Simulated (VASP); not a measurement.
Input:

```
CELL_PARAMETERS angstrom
      5.89033     0.00000     0.00000
      0.00000     5.89033     0.00000
      0.00000     0.00000     5.89033
ATOMIC_POSITIONS crystal
  Cd 0.99388 0.99388 0.99388
  Cd 0.50612 0.50612 0.99388
  Cd 0.50612 0.99388 0.50612
  Cd 0.99388 0.50612 0.50612
  Se 0.25000 0.25000 0.25000
  S  0.75000 0.75000 0.25000
  S  0.75000 0.25000 0.75000
  S  0.25000 0.75000 0.75000
```

The numbers are results of PBEsol GGA, VASP's PBE PAW potentials (set 64) (plane waves; VASP), not measurements. Run with 400 eV cut-off, Gaussian smearing of 0.050 eV, potentials Cd Se S.

Q: Give the energies of bands 27 to 40 at the high-symmetry points, in eV from the valence-band maximum.

A: 
```json
[
 {"band": "27", "Γ": "-4.08", "X": "-2.58", "M": "-3.56", "R": "-4.45"},
 {"band": "28", "Γ": "-2.01", "X": "-2.43", "M": "-3.56", "R": "-4.45"},
 {"band": "29", "Γ": "-2.01", "X": "-2.37", "M": "-2.26", "R": "-0.96"},
 {"band": "30", "Γ": "-2.01", "X": "-2.28", "M": "-2.12", "R": "-0.96"},
 {"band": "31", "Γ": "-1.85", "X": "-2.28", "M": "-2.12", "R": "-0.88"},
 {"band": "32", "Γ": "-1.85", "X": "-2.18", "M": "-1.93", "R": "-0.88"},
 {"band": "33", "Γ": "-1.85", "X": "-1.20", "M": "-0.99", "R": "-0.88"},
 {"band": "34", "Γ": "0.00", "X": "-1.20", "M": "-0.89", "R": "-0.57"},
 {"band": "35", "Γ": "0.00", "X": "-0.92", "M": "-0.67", "R": "-0.57"},
 {"band": "36", "Γ": "0.00", "X": "-0.92", "M": "-0.67", "R": "-0.57"},
 {"band": "37", "Γ": "0.84", "X": "3.33", "M": "4.02", "R": "2.67"},
 {"band": "38", "Γ": "3.06", "X": "3.42", "M": "4.02", "R": "2.67"},
 {"band": "39", "Γ": "3.37", "X": "4.48", "M": "4.05", "R": "2.67"},
 {"band": "40", "Γ": "3.37", "X": "4.59", "M": "4.12", "R": "2.88"}
]
```

The gap is direct, 0.85 eV, from the valence maximum at Γ to the conduction minimum at Γ.

The structure was generated: Cd4S3Se was put into an ordered model structure (P-43m), which need not be its known phase. It was relaxed first.
